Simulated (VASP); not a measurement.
# SrO with PBE: from relaxation to properties, part 3 of 5

Wanted: the relaxed cell of SrO and its properties. The start is a cell from a database of measured crystal structures.

VASP 6.6.1, plane waves and PAW; the level of theory is named at each step.

So far, gap on the k-mesh (eV): step 2 (full relaxation (PBE)) 3.28; step 3 (second relaxation) 3.38; step 6 (density of states (PBE)) 3.32. The relaxed cell has a = 5.205 Å (conventional setting).

## 7. Independent-particle dielectric function (PBE)

Level of this step: PBE; plane waves and PAW (Sr_sv, O) (VASP).

LOPTICS sums transitions from filled to empty bands. NBANDS is raised for it.

The input, INCAR:

```
SYSTEM = SrO
PREC = Accurate
ENCUT = 520
EDIFF = 1E-06
NELM = 100
ISMEAR = 0
SIGMA = 0.05
LREAL = .FALSE.
ALGO = Normal
GGA = PE
NBANDS = 24
LORBIT = 11
LWAVE = .FALSE.
LCHARG = .FALSE.
KPAR = 2
LOPTICS = .TRUE.
NEDOS = 1500
CSHIFT = 0.1
```

The input, POSCAR:

```
SrO
1.0
    0.0000000000      2.6023968496      2.6023968496
    2.6023968496      0.0000000000      2.6023968496
    2.6023968496      2.6023968496      0.0000000000
Sr O
1 1
Direct
    0.0000000000      0.0000000000      0.0000000000
    0.5000000000      0.5000000000      0.5000000000
```

The input, KPOINTS:

```
Automatic mesh
0
Gamma
11 11 11
0 0 0
```

Potentials, in the order of the species: Sr_sv and O (PBE family, release 64).

Launch:

```console
$ mpirun -np 2 vasp_std
```

The log of the run:

```text
[... set-up lines as in an earlier step ...]
 entering main loop
       N       E                     dE             d eps       ncg     rms          rms(c)
DAV:   1     0.659770876374E+02    0.65977E+02   -0.76782E+03  2688   0.650E+02
DAV:   2    -0.117066716088E+02   -0.77684E+02   -0.73864E+02  3448   0.172E+02
DAV:   3    -0.142262401197E+02   -0.25196E+01   -0.24987E+01  3752   0.245E+01
DAV:   4    -0.142534978215E+02   -0.27258E-01   -0.27255E-01  3048   0.232E+00
DAV:   5    -0.142539042856E+02   -0.40646E-03   -0.40646E-03  3376   0.245E-01    0.154E+01
DAV:   6    -0.122175141707E+02    0.20364E+01   -0.27727E+00  2896   0.120E+01    0.189E+01
DAV:   7    -0.120649559847E+02    0.15256E+00   -0.14579E-01  3000   0.302E+00    0.103E+01
DAV:   8    -0.120519185490E+02    0.13037E-01   -0.13061E-01  3888   0.228E+00    0.109E+00
DAV:   9    -0.120544332424E+02   -0.25147E-02   -0.58047E-03  3304   0.331E-01    0.338E-01
DAV:  10    -0.120549671326E+02   -0.53389E-03   -0.51695E-04  3152   0.149E-01    0.742E-02
DAV:  11    -0.120550967220E+02   -0.12959E-03   -0.10375E-04  3304   0.553E-02    0.403E-02
DAV:  12    -0.120551124174E+02   -0.15695E-04   -0.16759E-05  3176   0.249E-02    0.121E-02
DAV:  13    -0.120551127030E+02   -0.28552E-06   -0.52346E-07  2728   0.438E-03
   1 F= -.12055113E+02 E0= -.12055113E+02  d E =-.149622E-10
 optical routines
 imaginary and real dielectric function
 recalculating local potential from charge density
 direction            1
 direction            2
 direction            3
```

It took 25 s on 2 MPI ranks of AMD EPYC 7R43, shared host; peak memory 0.37 GiB.

OUTCAR, selected parts (step 7):

```text
   k-points           NKPTS =     56   k-points in BZ     NKDIM =     56   number of bands    NBANDS=     24

   NELECT =      16.0000    total number of electrons

 E-fermi :   1.6903

 k-point     1 :       0.0000    0.0000    0.0000
  band No.  band energies     occupation
    ...
      4     -12.6980      2.00000
      5     -12.6980      2.00000
      6       1.4950      2.00000
      7       1.4950      2.00000
      8       1.4950      2.00000
      9       5.2226      0.00000
     10       7.6234      0.00000
     11       7.6234      0.00000
     12       7.6234      0.00000
     13       9.7104      0.00000
    ...

  Total        0.0057460      0.0057460      0.0057460     -0.0000000      0.0000000     -0.0000000
  in kB        0.2611709      0.2611709      0.2611709     -0.0000000      0.0000000     -0.0000000
  external PRESSURE =       0.2611709 kB  Pullay stress =       0.0000000 kB

 POSITION                                       TOTAL-FORCE (eV/Angst)
 -----------------------------------------------------------------------------------
      0.00000      0.00000      0.00000         0.000000      0.000000     -0.000000
      2.60240      2.60240      2.60240        -0.000000     -0.000000      0.000000
 -----------------------------------------------------------------------------------
    total drift:                                0.000000      0.000000      0.000000

  FREE ENERGIE OF THE ION-ELECTRON SYSTEM (eV)
  ---------------------------------------------------
  free  energy   TOTEN  =       -12.0551127030 eV

  energy  without entropy=      -12.0551127029  energy(sigma->0) =      -12.05511270

 plasma frequency squared (from intraband transitions) (eV^2)
  --------------------------------------------------------------------------------------
       0.000       0.000      -0.000
       0.000       0.000       0.000
       0.000       0.000       0.000

[... 8 parts as in an earlier step ...]

[... 8 further parts left out ...]
```

These are independent-particle spectra without excitons or local fields, and fine structure depends on the mesh and on CSHIFT.

Numbers from this step:

```
bands        : 24
Fermi energy : 1.690 eV
pressure     : 0.02612 GPa
```

The imaginary dielectric function, xx has structure finer than the step of the table below, so its rows give means over 0.5 eV, whole bins alone (the curve runs from 0 to 25.0 eV). Peaks (eV: height): 4.27: 2.40, 5.03: 3.35, 7.53: 4.01, 9.15: 5.51, 13.07: 2.03, 21.61: 2.46, 23.34: 3.92.

Imaginary dielectric function, xx against photon energy; means over each step:

photon energy (eV), imaginary dielectric function, xx and a bar:
```
      0.5       0.01 
      1.0       0.01 
      1.5       0.02 
      2.0       0.03 
      2.5       0.05 
      3.0       0.12 #
      3.5       0.64 ####
      4.0       1.60 ##########
      4.5       1.92 ############
      5.0       2.65 #################
      5.5       2.42 ###############
      6.0       3.02 ###################
      6.5       2.98 ###################
      7.0       3.54 #######################
      7.5       3.81 ########################
      8.0       3.31 #####################
      8.5       3.06 ###################
      9.0       4.70 ##############################
      9.5       3.86 #########################
     10.0       3.35 #####################
     10.5       2.59 ################
     11.0       2.02 #############
     11.5       1.40 #########
     12.0       0.89 ######
     12.5       0.62 ####
     13.0       1.67 ###########
     13.5       1.29 ########
     14.0       1.23 ########
     14.5       0.81 #####
     15.0       0.50 ###
     15.5       0.45 ###
     16.0       0.43 ###
     16.5       0.81 #####
     17.0       0.90 ######
     17.5       0.77 #####
     18.0       1.17 #######
     18.5       1.27 ########
     19.0       1.58 ##########
     19.5       1.64 ##########
     20.0       1.55 ##########
     20.5       1.73 ###########
     21.0       1.98 #############
     21.5       2.17 ##############
     22.0       1.88 ############
     22.5       2.05 #############
     23.0       3.36 #####################
     23.5       3.33 #####################
     24.0       2.44 ################
     24.5       2.64 #################
```

The real dielectric function, xx by photon energy:

photon energy (eV), real dielectric function, xx and a bar from the least value:
```
        0       3.90 #######################
        1       3.96 #######################
        2       4.17 ########################
        3       4.74 ###########################
        4       5.21 ##############################
        5       4.68 ###########################
        6       3.64 #####################
        7       3.40 ####################
        8       1.97 ############
        9       2.68 ################
       10       0.31 ####
       11      -0.34 
       12       0.30 ###
       13       1.21 ########
       14       0.64 #####
       15       0.87 #######
       16       1.52 ##########
       17       1.44 ##########
       18       1.94 ############
       19       1.83 ############
       20       1.63 ###########
       21       1.98 #############
       22       1.20 ########
       23       1.73 ###########
       24      -0.23 #
```

The mean of ε2 over directions passes 5 % of its top at 3.31 eV, against a least direct gap of 3.44 eV on this mesh; what lies under the gap is the tail of the broadening by CSHIFT.

## 8. Bands along the symmetry lines (PBE + SOC)

This step: PBE, spin-orbit coupling; plane waves and PAW (Sr_sv, O) (VASP 6.6.1).

Levels along the symmetry lines show where the bands peak and cross; KPOINTS_OPT computes them in the converged potential. Spin-orbit coupling needs spinors and the noncollinear program, where each band holds one electron.

The input, INCAR:

```
SYSTEM = SrO
PREC = Accurate
ENCUT = 520
EDIFF = 1E-06
NELM = 100
ISMEAR = 0
SIGMA = 0.05
LREAL = .FALSE.
ALGO = Normal
GGA = PE
LNONCOLLINEAR = .TRUE.
MAGMOM = 0 0 0 0 0 0
NBANDS = 28
GGA_COMPAT = .FALSE.
LASPH = .TRUE.
LSORBIT = .TRUE.
LORBIT = 11
LWAVE = .FALSE.
LCHARG = .FALSE.
KPAR = 2
```

POSCAR is that of step 7.

The input, KPOINTS:

```
Automatic mesh
0
Gamma
6 6 6
0 0 0
```

The input, KPOINTS_OPT:

```
Line mode
16
Line-mode
Reciprocal
  0.00000000   0.00000000   0.00000000 GAMMA
  0.50000000   0.00000000   0.50000000 X

  0.50000000   0.00000000   0.50000000 X
  0.50000000   0.25000000   0.75000000 W

  0.50000000   0.25000000   0.75000000 W
  0.37500000   0.37500000   0.75000000 K

  0.37500000   0.37500000   0.75000000 K
  0.00000000   0.00000000   0.00000000 GAMMA

  0.00000000   0.00000000   0.00000000 GAMMA
  0.50000000   0.50000000   0.50000000 L

  0.50000000   0.50000000   0.50000000 L
  0.62500000   0.25000000   0.62500000 U

  0.62500000   0.25000000   0.62500000 U
  0.50000000   0.25000000   0.75000000 W

  0.50000000   0.25000000   0.75000000 W
  0.50000000   0.50000000   0.50000000 L

  0.50000000   0.50000000   0.50000000 L
  0.37500000   0.37500000   0.75000000 K

  0.62500000   0.25000000   0.62500000 U
  0.50000000   0.00000000   0.50000000 X
```

Launch:

```console
$ mpirun -np 2 vasp_ncl
```

The log of the run:

```text
[... set-up lines as in an earlier step ...]
 entering main loop
       N       E                     dE             d eps       ncg     rms          rms(c)
DAV:   1     0.850527342280E+02    0.85053E+02   -0.81505E+03   896   0.111E+03
DAV:   2    -0.850805332287E+01   -0.93561E+02   -0.87229E+02  1164   0.260E+02
DAV:   3    -0.142201477535E+02   -0.57121E+01   -0.56626E+01  1384   0.532E+01
DAV:   4    -0.143412199898E+02   -0.12107E+00   -0.12090E+00  1188   0.623E+00
DAV:   5    -0.143419637574E+02   -0.74377E-03   -0.74373E-03  1088   0.559E-01    0.209E+01
DAV:   6    -0.122679296296E+02    0.20740E+01   -0.72378E+00   924   0.208E+01    0.222E+01
DAV:   7    -0.121495833951E+02    0.11835E+00   -0.57771E-01  1076   0.616E+00    0.132E+01
DAV:   8    -0.121406432245E+02    0.89402E-02   -0.14531E-01   976   0.387E+00    0.186E+00
DAV:   9    -0.121409573426E+02   -0.31412E-03   -0.71550E-03  1328   0.634E-01    0.362E-01
DAV:  10    -0.121415027457E+02   -0.54540E-03   -0.61139E-04  1016   0.187E-01    0.169E-01
DAV:  11    -0.121421550803E+02   -0.65233E-03   -0.56489E-04   920   0.183E-01    0.286E-02
DAV:  12    -0.121421636017E+02   -0.85214E-05   -0.19405E-05  1200   0.369E-02    0.151E-02
DAV:  13    -0.121421711589E+02   -0.75572E-05   -0.13490E-05   992   0.331E-02    0.119E-02
DAV:  14    -0.121421713398E+02   -0.18091E-06   -0.86789E-07   936   0.106E-02
   1 F= -.12142171E+02 E0= -.12142171E+02  d E =-.679511E-15  mag=     0.0000    -0.0000     0.0000
 Start KPOINTS_OPT (optional k-point list driver)
k-point batch [1-16\160]
       N       E                     dE             ncg
DAV:   1    -0.102947475502E+04   -0.53812E+04      896
DAV:   2    -0.245997825243E+04   -0.14305E+04     1092
DAV:   3    -0.254913653849E+04   -0.89158E+02     1416
DAV:   4    -0.255134005946E+04   -0.22035E+01     1108
DAV:   5    -0.255135338496E+04   -0.13326E-01     1100
DAV:   6    -0.255135368239E+04   -0.29743E-03     1172
DAV:   7    -0.255135368865E+04   -0.62588E-05      948
DAV:   8    -0.255135368899E+04   -0.34233E-06      668
[...]
k-point batch [145-160\160]
       N       E                     dE             ncg
DAV:   1    -0.116301814091E+04   -0.11004E+05      896
DAV:   2    -0.250930676111E+04   -0.13463E+04     1156
DAV:   3    -0.257895797141E+04   -0.69651E+02     1308
DAV:   4    -0.258108638206E+04   -0.21284E+01     1304
DAV:   5    -0.258110121811E+04   -0.14836E-01     1232
DAV:   6    -0.258110139980E+04   -0.18169E-03     1276
DAV:   7    -0.258110140144E+04   -0.16381E-05     1120
DAV:   8    -0.258110140147E+04   -0.30536E-07      812
```

It took 2 min on 2 MPI ranks; peak memory 0.44 GiB.

From OUTCAR (step 8):

```text
   k-points           NKPTS =     16   k-points in BZ     NKDIM =     16   number of bands    NBANDS=     28

   NELECT =      16.0000    total number of electrons

 E-fermi :   1.7728

 k-point     1 :       0.0000    0.0000    0.0000
  band No.  band energies     occupation
    ...
     12       1.4556      1.00000
     13       1.5146      1.00000
     14       1.5146      1.00000
     15       1.5146      1.00000
     16       1.5146      1.00000
     17       5.2210      0.00000
     18       5.2210      0.00000
     19       7.6112      0.00000
     20       7.6112      0.00000
     21       7.6112      0.00000
    ...

  Total        0.0032174      0.0032174      0.0032174     -0.0000000      0.0000000      0.0000000
  in kB        0.1462392      0.1462392      0.1462392     -0.0000000      0.0000000      0.0000000
  external PRESSURE =       0.1462392 kB  Pullay stress =       0.0000000 kB

 POSITION                                       TOTAL-FORCE (eV/Angst)
 -----------------------------------------------------------------------------------
      0.00000      0.00000      0.00000         0.000000      0.000000      0.000000
      2.60240      2.60240      2.60240        -0.000000     -0.000000     -0.000000
 -----------------------------------------------------------------------------------
    total drift:                                0.000000      0.000000      0.000000

  FREE ENERGIE OF THE ION-ELECTRON SYSTEM (eV)
  ---------------------------------------------------
  free  energy   TOTEN  =       -12.1421713398 eV

  energy  without entropy=      -12.1421713398  energy(sigma->0) =      -12.14217134

 Spin-Orbit-Coupling matrix elements
 Ion:    1  E_soc:     -0.1751951
 Ion:    2  E_soc:     -0.0003149

 magnetization (x)
# of ion       s       p       d       tot
------------------------------------------
    1        0.000   0.000  -0.000  -0.000
    2       -0.000   0.000   0.000  -0.000
--------------------------------------------------
tot         -0.000   0.000  -0.000  -0.000

 magnetization (y)
# of ion       s       p       d       tot
------------------------------------------
    1        0.000   0.000   0.000   0.000
    2        0.000   0.000   0.000   0.000
--------------------------------------------------
tot          0.000   0.000   0.000   0.000

 magnetization (z)
# of ion       s       p       d       tot
------------------------------------------
    1       -0.000   0.000   0.000  -0.000
    2       -0.000   0.000   0.000   0.000
--------------------------------------------------
tot         -0.000   0.000   0.000   0.000

[... 6 parts as in an earlier step ...]

[... 10 further parts left out ...]
```

LASPH is switched on together with spin-orbit coupling, so the change from the scalar run holds both.

Numbers from this step:

```
SCF cycles                        : 14
bands                             : 28
irreducible k-points              : 16
free energy (TOTEN)               : -12.14 eV
Fermi energy                      : 1.773 eV
pressure                          : 0.01462 GPa
least gap on mesh and path        : 3.263 eV
least direct gap on mesh and path : 3.357 eV
conduction bottom at k            : 0.5, 0.5, 0
least direct gap at k             : 0.5, 0.5, 0
```

On-site spin-orbit energy by atom:

| atom | on-site spin-orbit energy (eV) |
| --- | --- |
| Sr1 | -0.175 |
| O2 | 0.000 |

Electronic bands along the path, in eV, zero at the valence-band top; v1 is the highest filled band, c1 the lowest empty one:

| point | v4 | v3 | v2 | v1 | c1 | c2 | c3 | c4 |
| --- | --- | --- | --- | --- | --- | --- | --- | --- |
| Γ | 0.00 | 0.00 | 0.00 | 0.00 | 3.71 | 3.71 | 6.10 | 6.10 |
| 0.47 of the way | -0.19 | -0.19 | -0.14 | -0.14 | 4.49 | 4.49 | 5.52 | 5.52 |
| X | -0.16 | -0.16 | -0.09 | -0.09 | 3.26 | 3.26 | 7.51 | 7.51 |
| 0.47 of the way | -0.52 | -0.52 | -0.28 | -0.28 | 3.95 | 3.95 | 7.93 | 7.93 |
| W | -0.53 | -0.53 | -0.45 | -0.45 | 5.90 | 5.90 | 5.90 | 5.90 |
| 0.47 of the way | -0.55 | -0.55 | -0.48 | -0.48 | 5.07 | 5.07 | 6.94 | 6.94 |
| K | -0.58 | -0.58 | -0.53 | -0.53 | 4.71 | 4.71 | 7.70 | 7.70 |
| 0.47 of the way | -0.91 | -0.91 | -0.36 | -0.36 | 5.74 | 5.74 | 6.35 | 6.35 |
| Γ | 0.00 | 0.00 | 0.00 | 0.00 | 3.71 | 3.71 | 6.10 | 6.10 |
| 0.47 of the way | -0.56 | -0.56 | -0.53 | -0.53 | 5.63 | 5.63 | 5.92 | 5.92 |
| L | -1.10 | -1.10 | -1.08 | -1.08 | 6.37 | 6.37 | 8.14 | 8.14 |
| 0.47 of the way | -0.94 | -0.94 | -0.87 | -0.87 | 6.16 | 6.16 | 7.02 | 7.02 |
| U | -0.58 | -0.58 | -0.53 | -0.53 | 4.71 | 4.71 | 7.70 | 7.70 |
| 0.53 of the way | -0.55 | -0.55 | -0.48 | -0.48 | 5.07 | 5.07 | 6.94 | 6.94 |
| W | -0.53 | -0.53 | -0.45 | -0.45 | 5.90 | 5.90 | 5.90 | 5.90 |
| 0.53 of the way | -0.88 | -0.88 | -0.82 | -0.82 | 6.24 | 6.24 | 6.66 | 6.66 |
| L | -1.10 | -1.10 | -1.08 | -1.08 | 6.37 | 6.37 | 8.14 | 8.14 |
| 0.53 of the way | -0.90 | -0.90 | -0.81 | -0.81 | 6.02 | 6.02 | 6.99 | 6.99 |
| K | -0.58 | -0.58 | -0.53 | -0.53 | 4.71 | 4.71 | 7.70 | 7.70 |
| jump to U | -0.58 | -0.58 | -0.53 | -0.53 | 4.71 | 4.71 | 7.70 | 7.70 |
| 0.53 of the way | -0.37 | -0.37 | -0.24 | -0.24 | 3.62 | 3.62 | 7.78 | 7.78 |
| X | -0.16 | -0.16 | -0.09 | -0.09 | 3.26 | 3.26 | 7.51 | 7.51 |

Of the projections kept (Sr, O), the largest for each band there; the rest of the weight can lie on other orbitals:

| point | v4 | v3 | v2 | v1 | c1 | c2 | c3 | c4 |
| --- | --- | --- | --- | --- | --- | --- | --- | --- |
| Γ | O 0.98 | O 0.98 | O 0.98 | O 0.98 | Sr 0.61 | Sr 0.61 | Sr 1.00 | Sr 1.00 |
| X | O 0.93 | O 0.93 | O 0.94 | O 0.94 | Sr 1.00 | Sr 1.00 | Sr 0.83 | Sr 0.83 |
| W | O 0.85 | O 0.85 | O 0.86 | O 0.86 | Sr 0.78 | Sr 0.78 | Sr 0.77 | Sr 0.77 |
| K | O 0.89 | O 0.89 | O 0.86 | O 0.86 | Sr 0.82 | Sr 0.82 | Sr 0.71 | Sr 0.71 |
| Γ | O 0.98 | O 0.98 | O 0.98 | O 0.98 | Sr 0.61 | Sr 0.61 | Sr 1.00 | Sr 1.00 |
| L | O 0.87 | O 0.87 | O 0.87 | O 0.87 | Sr 0.52 | Sr 0.52 | Sr 0.87 | Sr 0.87 |

The gap moves by -0.02 eV against PBE, which ran on another mesh.

## 9. Starting orbitals for the hybrid

This step: PBE; plane waves and PAW (Sr_sv, O) (VASP 6.6.1).

A hybrid converges badly from random orbitals, so a cheap semilocal run writes a WAVECAR on the same mesh first.

The input, INCAR:

```
SYSTEM = SrO
PREC = Accurate
ENCUT = 520
EDIFF = 1E-05
NELM = 100
ISMEAR = 0
SIGMA = 0.05
LREAL = .FALSE.
ALGO = Normal
GGA = PE
NBANDS = 14
LORBIT = 11
LWAVE = .TRUE.
LCHARG = .FALSE.
KPAR = 2
```

POSCAR is that of step 8.

The input, KPOINTS:

```
Automatic mesh
0
Gamma
5 5 5
0 0 0
```

Launch:

```console
$ mpirun -np 2 vasp_std
```

The log of the run:

```text
[... set-up lines as in an earlier step ...]
 entering main loop
       N       E                     dE             d eps       ncg     rms          rms(c)
DAV:   1     0.748672774201E+02    0.74867E+02   -0.83256E+03   280   0.111E+03
DAV:   2    -0.106262761449E+02   -0.85494E+02   -0.76529E+02   378   0.225E+02
DAV:   3    -0.141735334751E+02   -0.35473E+01   -0.35121E+01   346   0.435E+01
DAV:   4    -0.142520505381E+02   -0.78517E-01   -0.78452E-01   360   0.628E+00
DAV:   5    -0.142539438879E+02   -0.18933E-02   -0.18933E-02   364   0.785E-01    0.154E+01
DAV:   6    -0.122008146287E+02    0.20531E+01   -0.72776E+00   298   0.205E+01    0.182E+01
DAV:   7    -0.120628013461E+02    0.13801E+00   -0.40859E-01   310   0.537E+00    0.106E+01
DAV:   8    -0.120528120479E+02    0.99893E-02   -0.14168E-01   328   0.386E+00    0.389E-01
DAV:   9    -0.120539881673E+02   -0.11761E-02   -0.74558E-03   406   0.582E-01    0.262E-01
DAV:  10    -0.120543659069E+02   -0.37774E-03   -0.40010E-04   298   0.215E-01    0.140E-01
DAV:  11    -0.120546054642E+02   -0.23956E-03   -0.26330E-04   298   0.121E-01    0.413E-02
DAV:  12    -0.120546149875E+02   -0.95233E-05   -0.62783E-06   260   0.226E-02
   1 F= -.12054615E+02 E0= -.12054615E+02  d E =-.255241E-18
 writing wavefunctions
```

The job ended after 4.2 s (2 MPI ranks; peak memory 0.23 GiB; 7 s of CPU time).

Parts of OUTCAR (step 9):

```text
   k-points           NKPTS =     10   k-points in BZ     NKDIM =     10   number of bands    NBANDS=     14

   NELECT =      16.0000    total number of electrons

 E-fermi :   1.7930

 k-point     1 :       0.0000    0.0000    0.0000
  band No.  band energies     occupation
    ...
      4     -12.6984      2.00000
      5     -12.6984      2.00000
      6       1.4951      2.00000
      7       1.4951      2.00000
      8       1.4951      2.00000
      9       5.2202      0.00000
     10       7.6227      0.00000
     11       7.6227      0.00000
     12       7.6227      0.00000
     13       9.7101      0.00000
    ...

  Total        0.0104724      0.0104724      0.0104724      0.0000000      0.0000000     -0.0000000
  in kB        0.4759971      0.4759971      0.4759971      0.0000000      0.0000000     -0.0000000
  external PRESSURE =       0.4759971 kB  Pullay stress =       0.0000000 kB

  FREE ENERGIE OF THE ION-ELECTRON SYSTEM (eV)
  ---------------------------------------------------
  free  energy   TOTEN  =       -12.0546149875 eV

  energy  without entropy=      -12.0546149875  energy(sigma->0) =      -12.05461499

[... 7 parts as in an earlier step ...]

[... 10 further parts left out ...]
```

A gap read on the k-mesh alone can miss the band edges.

This step gave:

| Quantity | Value |
| --- | --- |
| SCF cycles | 12 |
| bands | 14 |
| irreducible k-points | 10 |
| free energy (TOTEN) | -12.05 eV |
| Fermi energy | 1.793 eV |
| pressure | 0.04760 GPa |
| conduction bottom at k | 0.4, 0.4, 0 |
| least direct gap at k | 0.4, 0.4, 0 |
| gap on the k-mesh | 3.462 eV |
| least direct gap on the k-mesh | 3.591 eV |

(Continued in part 4 of 5.)

[Lines on the potential files, build, host, timing and source positions are cut from VASP's logs without a mark.]

[Logs are printed without paths, hosts, clocks, repeated set-up lines and the standing remarks that a program may print on its own settings, such as how far it seeks lower states.]

[Hosts, paths, dates, database ids (printed as entryN), source tags and the programs' standing remarks are cut or masked in the printed files.]

[A measured line is paired with the nearest computed mode of its activity, which favours agreement.]
